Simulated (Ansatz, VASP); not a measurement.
# Cross-check of MoP2SeS (2H-MoSSe under blue phosphorene, AC) between VASP and Ansatz

Aim: how closely do two programs agree when they are given the same cell, functional and k mesh?

Method: plane waves, with VASP 6.6.1 beside it; band structure at LDA, in Ansatz 0.2.0.

### 1. Starting point

The cell holds 5 atoms: 1 Se, 1 Mo, 1 S and 2 P. Its edges and angles: a = 3.195 Å, b = 3.195 Å, c = 25.733 Å, α = 90.0°, β = 90.0°, γ = 120.0°. Vacuum lies along c.

### 2. VASP: band structure, LDA

The same path points are solved in both programs, so levels can be compared one by one.

Lines of VASP's logs that name or quote its potential files are left out, and so is its time.

The input, INCAR:

```
SYSTEM = MoP2SeS
PREC = Normal
ENCUT = 340
EDIFF = 1E-06
NELM = 120
ISMEAR = -1
SIGMA = 0.05
LREAL = .FALSE.
ALGO = Fast
GGA = CA
NBANDS = 29
LASPH = .TRUE.
LORBIT = 11
LWAVE = .FALSE.
LCHARG = .TRUE.
IDIPOL = 3
LDIPOL = .TRUE.
DIPOL = 0.5 0.5 0.501
LVHAR = .TRUE.
LVACPOTAV = .TRUE.
LELF = .TRUE.
NEDOS = 1500
```

The input, POSCAR:

```
MoP2SeS
1.0
    3.1946732634      0.0000000000      0.0000000000
   -1.5973366317      2.7666682029      0.0000000000
    0.0000000000      0.0000000000     25.7330713782
Se Mo S P
1 1 1 2
Direct
    0.3333333333      0.6666666667      0.3452473363
    0.0000000000      0.0000000000      0.4108525629
    0.3333333333      0.6666666667      0.4698728894
    0.3333333333      0.6666666667      0.6147388540
    0.0000000000      0.0000000000      0.6629785953
```

The input, KPOINTS:

```
Automatic mesh
0
Gamma
12 12 1
0 0 0
```

The input, KPOINTS_OPT:

```
Line mode
14
Line-mode
Reciprocal
  0.00000000   0.00000000   0.00000000 GAMMA
  0.50000000   0.00000000   0.00000000 M

  0.50000000   0.00000000   0.00000000 M
  0.33333333   0.33333333   0.00000000 K

  0.33333333   0.33333333   0.00000000 K
  0.00000000   0.00000000   0.00000000 GAMMA
```

Potentials, in the order of the species: Se, Mo, S and P (LDA family, release 64).

On the command line:

```
> mpirun -np 2 vasp_std
```

Numbers of over 12 decimals in the logs are rounded to 6 here.

Log:

```text
[banner, memory and clock lines left out]
running    2 mpi-ranks, on    1 nodes
 distrk:  each k-point on    2 cores,    1 groups
 distr:  one band on    1 cores,    2 groups

 POSCAR found type information on POSCAR SeMoS P
 POSCAR found :  4 types and       5 ions
 LDA part: xc-table for (Slater(with rela. corr.)+CA(PZ))
 , standard interpolation
|                                                                             |
|           W    W    AA    RRRRR   N    N  II  N    N   GGGG   !!!           |
|           W    W   A  A   R    R  NN   N  II  NN   N  G    G  !!!           |
|           W    W  A    A  R    R  N N  N  II  N N  N  G       !!!           |
|           W WW W  AAAAAA  RRRRR   N  N N  II  N  N N  G  GGG   !            |
|           WW  WW  A    A  R   R   N   NN  II  N   NN  G    G                |
|           W    W  A    A  R    R  N    N  II  N    N   GGGG   !!!           |
|                                                                             |
|     The number of bands has been changed from the values supplied in        |
|     The orbitals not found in the WAVECAR file will be initialized with     |
|     random numbers, which is usually adequate. For correlated               |
|     calculations, however, you should redo the groundstate calculation.     |
|     I found NBANDS = 29. Now, NBANDS = 30.                                  |
|                                                                             |

 POSCAR, INCAR and KPOINTS ok, starting setup
 FFT: planning ... GRIDC
 FFT: planning ... GRID_SOFT
 FFT: planning ... GRID
 WAVECAR not read
 entering main loop
       N       E                     dE             d eps       ncg     rms          rms(c)
DAV:   1     0.127292051848E+03    0.12729E+03   -0.80229E+03  1140   0.519E+02
DAV:   2    -0.233781482460E+02   -0.15067E+03   -0.14054E+03  1610   0.135E+02
DAV:   3    -0.364780564989E+02   -0.13100E+02   -0.12901E+02  1410   0.418E+01
DAV:   4    -0.367692527968E+02   -0.29120E+00   -0.29089E+00  1532   0.731E+00
DAV:   5    -0.367775975895E+02   -0.83448E-02   -0.83444E-02  1608   0.114E+00    0.247E+01
RMM:   6    -0.357134313142E+02    0.10642E+01   -0.24942E+00  1314   0.493E+00    0.943E+00
RMM:   7    -0.355348610005E+02    0.17857E+00   -0.83858E-01  1325   0.297E+00    0.675E+00
RMM:   8    -0.353353976297E+02    0.19946E+00   -0.47612E-01  1375   0.238E+00    0.127E+00
RMM:   9    -0.353222262248E+02    0.13171E-01   -0.42075E-02  1486   0.958E-01    0.312E-01
RMM:  10    -0.353208039506E+02    0.14223E-02   -0.58391E-03  1453   0.332E-01    0.224E-01
RMM:  11    -0.353208002450E+02    0.37056E-05   -0.13199E-03  1500   0.146E-01    0.791E-02
RMM:  12    -0.353209168544E+02   -0.11661E-03   -0.29819E-04  1546   0.718E-02    0.264E-02
RMM:  13    -0.353210711331E+02   -0.15428E-03   -0.12605E-04  1502   0.379E-02    0.168E-02
RMM:  14    -0.353211621156E+02   -0.90983E-04   -0.29230E-05  1532   0.195E-02    0.772E-03
RMM:  15    -0.353212878465E+02   -0.12573E-03   -0.30778E-05  1440   0.139E-02    0.119E-02
RMM:  16    -0.353213225889E+02   -0.34742E-04   -0.45574E-06  1375   0.690E-03    0.365E-03
RMM:  17    -0.353213500229E+02   -0.27434E-04   -0.31907E-06  1324   0.462E-03    0.191E-03
RMM:  18    -0.353213685709E+02   -0.18548E-04   -0.10672E-06  1223   0.279E-03    0.162E-03
RMM:  19    -0.353213768981E+02   -0.83272E-05   -0.39942E-07  1162   0.175E-03    0.906E-04
RMM:  20    -0.353213831376E+02   -0.62395E-05   -0.18569E-07  1079   0.121E-03    0.499E-04
RMM:  21    -0.353213854904E+02   -0.23528E-05   -0.67207E-08   960   0.899E-04    0.470E-04
RMM:  22    -0.353213862125E+02   -0.72208E-06   -0.11755E-08   813   0.667E-04
|                                                                             |
|           W    W    AA    RRRRR   N    N  II  N    N   GGGG   !!!           |
|           W    W   A  A   R    R  NN   N  II  NN   N  G    G  !!!           |
|           W    W  A    A  R    R  N N  N  II  N N  N  G       !!!           |
|           W WW W  AAAAAA  RRRRR   N  N N  II  N  N N  G  GGG   !            |
|           WW  WW  A    A  R   R   N   NN  II  N   NN  G    G                |
|           W    W  A    A  R    R  N    N  II  N    N   GGGG   !!!           |
|                                                                             |
|     Did not find any points to average over, which means that no vacuum     |
|     field-free region was found. Please increase the size of  your cell     |
|     in the dimension of the dipole correction to obtain accurate            |
|     workfunction values.                                                    |
|                                                                             |

   1 F= -.35321386E+02 E0= -.35321386E+02  d E =-.466448E-07
 Start KPOINTS_OPT (optional k-point list driver)
k-point batch [1-19\42]
       N       E                     dE             ncg
DAV:   1    -0.420763226979E+03   -0.98084E+04     1140
DAV:   2    -0.315218438006E+04   -0.27314E+04     1558
DAV:   3    -0.340850562615E+04   -0.25632E+03     1404
DAV:   4    -0.341382938481E+04   -0.53238E+01     1488
DAV:   5    -0.341395473417E+04   -0.12535E+00     1564
DAV:   6    -0.341395756186E+04   -0.28277E-02     1552
DAV:   7    -0.341395766903E+04   -0.10717E-03     1578
DAV:   8    -0.341395767362E+04   -0.45875E-05     1352
DAV:   9    -0.341395767382E+04   -0.20358E-06      978
[...]
k-point batch [39-42\42]
       N       E                     dE             ncg
DAV:   1     0.109219826501E+05   -0.19283E+03      240
DAV:   2     0.103538208813E+05   -0.56816E+03      310
DAV:   3     0.102969508884E+05   -0.56870E+02      320
DAV:   4     0.102956981314E+05   -0.12528E+01      320
DAV:   5     0.102956673542E+05   -0.30777E-01      376
DAV:   6     0.102956670891E+05   -0.26515E-03      312
DAV:   7     0.102956670714E+05   -0.17651E-04      384
DAV:   8     0.102956670711E+05   -0.27456E-06      280
```

From OUTCAR (step 2):

```text
ion  position               nearest neighbor table
   1  0.333  0.667  0.345-   2 2.50   2 2.50   2 2.50
   2  0.000  0.000  0.411-   3 2.39   3 2.39   3 2.39   1 2.50   1 2.50   1 2.50
   3  0.333  0.667  0.470-   2 2.39   2 2.39   2 2.39
   4  0.333  0.667  0.615-   5 2.22   5 2.22   5 2.22
   5  0.000  0.000  0.663-   4 2.22   4 2.22   4 2.22

  LATTYP: Found a hexagonal cell.
 ALAT       =     3.1946732634
 C/A-ratio  =     8.0549931891

 Subroutine GETGRP returns: Found  6 space group operations
 (whereof  6 operations were pure point group operations)

The static configuration has the point symmetry C_3v.

 Found     19 irreducible k-points:

   k-points           NKPTS =     19   k-points in BZ     NKDIM =     19   number of bands    NBANDS=     30

   dimension x,y,z NGX =    14 NGY =   14 NGZ =  120
   dimension x,y,z NGXF=    28 NGYF=   28 NGZF=  240

   ENCUT  =  340.0 eV  24.99 Ry    5.00 a.u.   4.80  4.80 38.69*2*pi/ulx,y,z

   NELECT =      28.0000    total number of electrons

 k-points in reciprocal lattice and weights: Automatic mesh
   0.00000000  0.00000000  0.00000000       0.007
   0.08333333  0.00000000  0.00000000       0.042
   0.16666667  0.00000000  0.00000000       0.042
   0.25000000  0.00000000  0.00000000       0.042
   0.33333333 -0.00000000  0.00000000       0.042
   0.41666667  0.00000000  0.00000000       0.042
   0.50000000  0.00000000  0.00000000       0.021
   0.08333333  0.08333333  0.00000000       0.042
   0.16666667  0.08333333  0.00000000       0.083
[...]
0.33333333  0.25000000  0.00000000       0.083
   0.33333333  0.33333333  0.00000000       0.014

 dipolmoment           0.000000      0.000000      0.028117 electrons x Angstroem

 average (electrostatic) potential at core
       1 -65.4505       2 -44.7228       3 -92.9214       4 -90.6107       5 -90.6078

 E-fermi :  -0.4453

 k-point     1 :       0.0000    0.0000    0.0000
  band No.  band energies     occupation
    ...
     10      -2.5004      2.00000
     11      -2.2750      2.00000
     12      -1.4438      2.00000
     13      -1.4437      2.00000
     14      -1.1930      2.00000
     15       1.6827      0.00000
     16       1.6827      0.00000
     17       2.0534      0.00000
     18       2.0534      0.00000
     19       2.6059      0.00000
    ...

 k-point     2 :       0.0833    0.0000    0.0000
  band No.  band energies     occupation
    ...
     10      -2.4578      2.00000
     11      -2.3846      2.00000
     12      -2.1873      2.00000
     13      -1.7223      2.00000
     14      -1.2135      2.00000
     15       1.4820      0.00000
     16       1.6215      0.00000
     17       1.7718      0.00000
     18       1.9833      0.00000
     19       2.3033      0.00000
    ...

 k-point     3 :       0.1667    0.0000    0.0000
  band No.  band energies     occupation
    ...
     10      -2.8913      2.00000
     11      -2.4842      2.00000
     12      -2.3124      2.00000
     13      -2.0629      2.00000
     14      -1.3702      2.00000
     15       0.9087      0.00000
     16       1.3620      0.00000
     17       1.5161      0.00000
     18       1.5873      0.00000
     19       2.2692      0.00000
    ...

  Total       -0.0920535     -0.0920535     -0.0824398      0.0000000      0.0000000      0.0000000
  in kB       -0.6484489     -0.6484489     -0.5807276      0.0000000      0.0000000      0.0000000
  external PRESSURE =      -0.6258752 kB  Pullay stress =       0.0000000 kB

  energy-cutoff  :      340.00
  volume of cell :      227.44
      direct lattice vectors                 reciprocal lattice vectors
     3.194673263  0.000000000  0.000000000     0.313021056  0.180722791  0.000000000
    -1.597336632  2.766668203  0.000000000     0.000000000  0.361445582  0.000000000
     0.000000000  0.000000000 25.733071378     0.000000000  0.000000000  0.038860499

 POSITION                                       TOTAL-FORCE (eV/Angst)
 -----------------------------------------------------------------------------------
     -0.00000      1.84445      8.88427         0.000000     -0.000000     -0.008896
      0.00000      0.00000     10.57250         0.000000      0.000000      0.011955
     -0.00000      1.84445     12.09127         0.000000      0.000000     -0.005226
     -0.00000      1.84445     15.81912         0.000000      0.000000      0.001316
      0.00000      0.00000     17.06048        -0.000000      0.000000      0.000851
 -----------------------------------------------------------------------------------
    total drift:                                0.000027      0.000028     -0.000829

  FREE ENERGIE OF THE ION-ELECTRON SYSTEM (eV)
  ---------------------------------------------------
  free  energy   TOTEN  =       -35.3213862125 eV

  energy  without entropy=      -35.3213861658  energy(sigma->0) =      -35.32138619

 vacuum level on the upper side and lower side of the slab         4.803         4.228

 total charge
# of ion       s       p       d       tot
------------------------------------------
    1        1.484   2.346   0.068   3.898
    2        0.419   0.594   4.464   5.477
    3        1.361   2.332   0.000   3.693
    4        1.098   1.382   0.000   2.480
    5        1.097   1.384   0.000   2.481
--------------------------------------------------
tot          5.458   8.037   4.532  18.028

[... 3 further parts left out ...]
```

This run has no spin polarisation, so a moment on Mo, if there is one, isn't seen. The data set Mo keeps the semicore shell frozen, which is cheaper and a little less accurate.

[end of part 1 of 2]

[Lines on the potential files, build, host, timing and source positions are cut from VASP's logs without a mark.]

[Logs are printed without paths, hosts, clocks, repeated set-up lines and the standing remarks that a program may print on its own settings, such as how far it seeks lower states.]

[Hosts, paths, dates, database ids (printed as entryN), source tags and the programs' standing remarks are cut or masked in the printed files.]
